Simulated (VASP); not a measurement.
Method: PBE GGA, VASP's PBE PAW potentials (set 64) (plane waves; VASP 6.6.1).

Input for VASP

**INCAR**
```
ISMEAR  =  1   # Methfessel-Paxton
GGA  =  PE
ALGO  =  Normal   # blocked Davidson
LCHARG  =  .FALSE.
SYSTEM  =  Bi
SIGMA  =  0.1   # width (eV)
IBRION  =  2   # conjugate gradients
NSW  =  60
EDIFF  =  1E-6   # SCF stop (eV)
EDIFFG  =  -0.01   # ionic stop
ENCUT  =  520   # plane-wave cut-off (eV)
LASPH  =  .TRUE.
PREC  =  Accurate
ISIF  =  3
NELM  =  100
LWAVE  =  .FALSE.
LREAL  =  .FALSE.
LMAXMIX  =  4
```

File KPOINTS:
```
K-points
0
Gamma
 9 9 9
```

### POSCAR
```
Bi
1
    4.1658200000    -2.2750000000     0.0000000000
    4.1658200000     2.2750000000     0.0000000000
    2.9234170000     0.0000000000     3.7394270000
Bi
2
Direct
  0.2340000000   0.2340000000   0.2340000000
  0.7660000000   0.7660000000   0.7660000000
```

POTCAR, in this order: Bi_d (PBE.64 set). Program: vasp_std.

The resulting files:

File OUTCAR:
```
 ion  position               nearest neighbor table
   1  0.234  0.234  0.234-   2 3.07   2 3.07   2 3.07   2 3.53   2 3.53   2 3.53
   2  0.766  0.766  0.766-   1 3.07   1 3.07   1 3.07   1 3.53   1 3.53   1 3.53
  LATTYP: Found a trigonal (rhomboedric) cell.
 ALAT       =     4.7465441399
 COS(alpha) =     0.5405504351
 Subroutine PRICEL returns:
 Original cell was already a primitive cell.
 Subroutine GETGRP returns: Found 12 space group operations
The static configuration has the point symmetry D_3d.
The dynamic configuration has the point symmetry D_3d.
 Subroutine INISYM returns: Found 12 space group operations
 Subroutine IBZKPT returns following result:
 Found     85 irreducible k-points:

 Following reciprocal coordinates:
            Coordinates               Weight
  0.000000  0.000000  0.000000      1.000000
  0.111111 -0.000000  0.000000      6.000000
  0.222222 -0.000000  0.000000      6.000000
  0.333333  0.000000 -0.000000      6.000000
  0.444444 -0.000000  0.000000      6.000000
  0.111111  0.111111 -0.000000      6.000000
  0.222222  0.111111  0.000000     12.000000
  0.333333  0.111111  0.000000     12.000000
...
```

### OSZICAR
```
       N       E                     dE             d eps       ncg     rms          rms(c)
DAV:   1     0.292730936704E+03    0.29273E+03   -0.16702E+04  3230   0.189E+03
DAV:   2     0.157296976289E+02   -0.27700E+03   -0.27277E+03  3251   0.456E+02
DAV:   3    -0.695040118509E+01   -0.22680E+02   -0.22317E+02  3746   0.154E+02
DAV:   4    -0.772752340139E+01   -0.77712E+00   -0.77569E+00  3555   0.312E+01
DAV:   5    -0.776962986838E+01   -0.42106E-01   -0.42105E-01  4446   0.650E+00    0.105E+00
DAV:   6    -0.776747658370E+01    0.21533E-02   -0.17951E-02  3948   0.154E+00    0.635E-01
DAV:   7    -0.776751089839E+01   -0.34315E-04   -0.12960E-02  3677   0.144E+00    0.110E-01
DAV:   8    -0.776769771005E+01   -0.18681E-03   -0.16764E-03  3503   0.520E-01    0.210E-02
DAV:   9    -0.776771569087E+01   -0.17981E-04   -0.69845E-05  4385   0.826E-02    0.107E-02
DAV:  10    -0.776771424968E+01    0.14412E-05   -0.69760E-06  2719   0.193E-02    0.171E-03
DAV:  11    -0.776771476542E+01   -0.51575E-06   -0.64825E-07  2068   0.883E-03
   1 F= -.77677148E+01 E0= -.77677747E+01  d E =-.776771E+01
       N       E                     dE             d eps       ncg     rms          rms(c)
DAV:   1    -0.866379315148E+01   -0.89608E+00   -0.28268E+01  3524   0.891E+01    0.488E+00
DAV:   2    -0.792292488563E+01    0.74087E+00   -0.15641E+00  3488   0.199E+01    0.204E+00
DAV:   3    -0.777519686409E+01    0.14773E+00   -0.72210E-01  4064   0.121E+01    0.245E-01
DAV:   4    -0.777525395483E+01   -0.57091E-04   -0.17977E-02  3395   0.139E+00    0.108E-01
DAV:   5    -0.777563676289E+01   -0.38281E-03   -0.43637E-03  4138   0.742E-01    0.910E-02
DAV:   6    -0.777555355830E+01    0.83205E-04   -0.63163E-04  4148   0.374E-01    0.122E-02
DAV:   7    -0.777554436890E+01    0.91894E-05   -0.50217E-05  4039   0.933E-02    0.592E-03
DAV:   8    -0.777554667122E+01   -0.23023E-05   -0.39365E-06  3269   0.175E-02    0.154E-03
DAV:   9    -0.777554801343E+01   -0.13422E-05   -0.74437E-07  1654   0.693E-03    0.748E-04
DAV:  10    -0.777554802518E+01   -0.11744E-07   -0.18632E-07  1621   0.662E-03
   2 F= -.77755480E+01 E0= -.77756184E+01  d E =-.783326E-02
       N       E                     dE             d eps       ncg     rms          rms(c)
DAV:   1    -0.790688868966E+01   -0.13134E+00   -0.37089E+00  3521   0.297E+01    0.187E+00
DAV:   2    -0.779869115770E+01    0.10820E+00   -0.23033E-01  3488   0.737E+00    0.758E-01
DAV:   3    -0.777919882064E+01    0.19492E-01   -0.91731E-02  4059   0.442E+00    0.790E-02
DAV:   4    -0.777933766251E+01   -0.13884E-03   -0.21472E-03  3337   0.429E-01    0.420E-02
DAV:   5    -0.777948059611E+01   -0.14293E-03   -0.52328E-04  3697   0.217E-01    0.284E-02
DAV:   6    -0.777948752917E+01   -0.69331E-05   -0.44254E-05  4344   0.895E-02    0.353E-03
DAV:   7    -0.777948892332E+01   -0.13941E-05   -0.22671E-06  2069   0.206E-02    0.202E-03
DAV:   8    -0.777948875741E+01    0.16591E-06   -0.33524E-07  1642   0.650E-03
   3 F= -.77794888E+01 E0= -.77795555E+01  d E =-.117740E-01
       N       E                     dE             d eps       ncg     rms          rms(c)
DAV:   1    -0.777962726303E+01   -0.13834E-03   -0.42520E-03  3521   0.103E+00    0.623E-02
DAV:   2    -0.777950911226E+01    0.11815E-03   -0.25212E-04  3488   0.247E-01    0.256E-02
DAV:   3    -0.777948610768E+01    0.23005E-04   -0.10647E-04  4072   0.150E-01    0.275E-03
DAV:   4    -0.777948506229E+01    0.10454E-05   -0.22824E-06  2404   0.153E-02    0.131E-03
DAV:   5    -0.777948407989E+01    0.98240E-06   -0.98635E-07  1618   0.138E-02
   4 F= -.77794841E+01 E0= -.77795509E+01  d E =-.117693E-01
       N       E                     dE             d eps       ncg     rms          rms(c)
DAV:   1    -0.778018227719E+01   -0.69721E-03   -0.30534E-02  3546   0.153E+00    0.128E-01
DAV:   2    -0.777983340389E+01    0.34887E-03   -0.14877E-03  3555   0.674E-01    0.778E-02
DAV:   3    -0.777960589111E+01    0.22751E-03   -0.41621E-04  4573   0.416E-01    0.937E-03
DAV:   4    -0.777961524395E+01   -0.93528E-05   -0.13315E-04  3479   0.152E-01    0.597E-03
DAV:   5    -0.777961422515E+01    0.10188E-05   -0.70348E-06  3331   0.330E-02    0.215E-03
DAV:   6    -0.777961426624E+01   -0.41092E-07   -0.70825E-07  1615   0.143E-02
   5 F= -.77796143E+01 E0= -.77796817E+01  d E =-.130186E-03
       N       E                     dE             d eps       ncg     rms          rms(c)
DAV:   1    -0.778486639022E+01   -0.52522E-02   -0.27367E-01  3546   0.458E+00    0.381E-01
DAV:   2    -0.778176089025E+01    0.31055E-02   -0.13477E-02  3709   0.193E+00    0.233E-01
DAV:   3    -0.777972082891E+01    0.20401E-02   -0.36667E-03  4428   0.120E+00    0.269E-02
DAV:   4    -0.777980978058E+01   -0.88952E-04   -0.11377E-03  3464   0.443E-01    0.176E-02
DAV:   5    -0.777980652927E+01    0.32513E-05   -0.57854E-05  4348   0.920E-02    0.662E-03
DAV:   6    -0.777980595713E+01    0.57214E-06   -0.49218E-06  3259   0.396E-02
   6 F= -.77798060E+01 E0= -.77798592E+01  d E =-.321877E-03
       N       E                     dE             d eps       ncg     rms          rms(c)
DAV:   1    -0.777992545021E+01   -0.11892E-03   -0.62919E-03  3546   0.688E-01    0.576E-02
DAV:   2    -0.777985562300E+01    0.69827E-04   -0.30865E-04  3465   0.311E-01    0.353E-02
DAV:   3    -0.777980839099E+01    0.47232E-04   -0.84693E-05  4622   0.191E-01    0.412E-03
DAV:   4    -0.777981005609E+01   -0.16651E-05   -0.27535E-05  3443   0.688E-02    0.267E-03
DAV:   5    -0.777980959361E+01    0.46248E-06   -0.11627E-06  1633   0.151E-02
   7 F= -.77798096E+01 E0= -.77798585E+01  d E =-.325514E-03
       N       E                     dE             d eps       ncg     rms          rms(c)
DAV:   1    -0.778026364170E+01   -0.45359E-03   -0.25157E-02  3543   0.138E+00    0.115E-01
DAV:   2    -0.777997878678E+01    0.28485E-03   -0.12038E-03  3591   0.602E-01    0.705E-02
DAV:   3    -0.777979103243E+01    0.18775E-03   -0.34074E-04  4596   0.380E-01    0.819E-03
DAV:   4    -0.777979895181E+01   -0.79194E-05   -0.11129E-04  3470   0.139E-01    0.534E-03
DAV:   5    -0.777979810451E+01    0.84729E-06   -0.56537E-06  3239   0.294E-02
   8 F= -.77797981E+01 E0= -.77798365E+01  d E =-.314025E-03
       N       E                     dE             d eps       ncg     rms          rms(c)
DAV:   1    -0.777968015966E+01    0.11879E-03   -0.69080E-02  3518   0.193E+00    0.454E-02
DAV:   2    -0.777987877457E+01   -0.19861E-03   -0.26427E-03  3623   0.489E-01    0.272E-02
DAV:   3    -0.777985942114E+01    0.19353E-04   -0.19768E-04  4073   0.168E-01    0.516E-03
DAV:   4    -0.777986008666E+01   -0.66552E-06   -0.16290E-05  3741   0.439E-02    0.347E-03
DAV:   5    -0.777985958845E+01    0.49822E-06   -0.87697E-07  1627   0.120E-02
   9 F= -.77798596E+01 E0= -.77798961E+01  d E =-.614839E-04
```

OUTCAR:
```
------------------------ aborting loop because EDIFF is reached ----------------------------------------
  FORCE on cell =-STRESS in cart. coord.  units (eV):
  Direction    XX          YY          ZZ          XY          YZ          ZX
  --------------------------------------------------------------------------------------
  Total        0.0044820      0.0191706      0.0175492      0.0000000      0.0000000     -0.0048802
  in kB        0.0978346      0.4184579      0.3830656      0.0000000      0.0000000     -0.1065253
  external PRESSURE =       0.2997860 kB  Pullay stress =       0.0000000 kB
  volume of cell :       73.40
      direct lattice vectors                 reciprocal lattice vectors
     4.244266492 -2.292206468  0.015595277     0.118149370 -0.218130438 -0.093452182
     4.244266492  2.292206468  0.015595277     0.118149370  0.218130438 -0.093452182
     2.992466840  0.000000000  3.783304626    -0.000974054  0.000000000  0.265089630
 POSITION                                       TOTAL-FORCE (eV/Angst)
 -----------------------------------------------------------------------------------
      2.68734      0.00000      0.89285        -0.006866      0.000000     -0.002281
      8.79366      0.00000      2.92164         0.006866      0.000000      0.002281
 -----------------------------------------------------------------------------------
    total drift:                                0.000000     -0.000000      0.000000
  FREE ENERGIE OF THE ION-ELECTRON SYSTEM (eV)
  ---------------------------------------------------
  free  energy   TOTEN  =        -7.7798595884 eV

  energy  without entropy=       -7.7799691333  energy(sigma->0) =       -7.77989610

 reached required accuracy - stopping structural energy minimisation
```
(Selected blocks of OUTCAR.)

CONTCAR:
```
Bi
   1.00000000000000
     4.2442664916023318   -2.2922064676633176    0.0155952767587147
     4.2442664916023318    2.2922064676633176    0.0155952767587147
     2.9924668403738215    0.0000000000000000    3.7833046263123675
  Bi
     2
Direct
     0.2340680374702374    0.2340680374702374    0.2340680374696108
     0.7659319625297626    0.7659319625297626    0.7659319625303891
```

Energy and stress use the plane-wave basis of the starting cell.

The compound is Bi in the a7 structure. This run relaxes it. Symmetry was kept, so distortions that lower it aren't found.
